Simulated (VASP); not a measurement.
Here is the system:

```
CELL_PARAMETERS angstrom
      2.28812    -3.96314     0.00000
      2.28812     3.96314     0.00000
      0.00000     0.00000     7.23857
ATOMIC_POSITIONS crystal
  Mg 0.00000 0.00000 0.00000
  Mg 0.33333 0.66667 0.63265
  Mg 0.66667 0.33333 0.36735
  Sb 0.33333 0.66667 0.22545
  Sb 0.66667 0.33333 0.77455
```

Calculation: rev-vdW-DF2, VASP's PBE PAW potentials (set 64) (plane waves; VASP). Numerical set-up: 520 eV cut-off, Gaussian smearing of 0.050 eV, potentials Mg Sb.

Unless said otherwise, spin-orbit coupling is left out, though it shifts the bands of the heavy elements here.

Question: What does the run give for the band gap (along the path) with the smallest direct gap where there is one?

Answer: 
The band gap (along the path) is 0.23 eV and the smallest direct gap (along the path) comes out as 1.07 eV.

Only differences to runs with the same potentials and settings are physical.

The compound is Mg3Sb2 in the a-la2o3 structure. It was relaxed first.
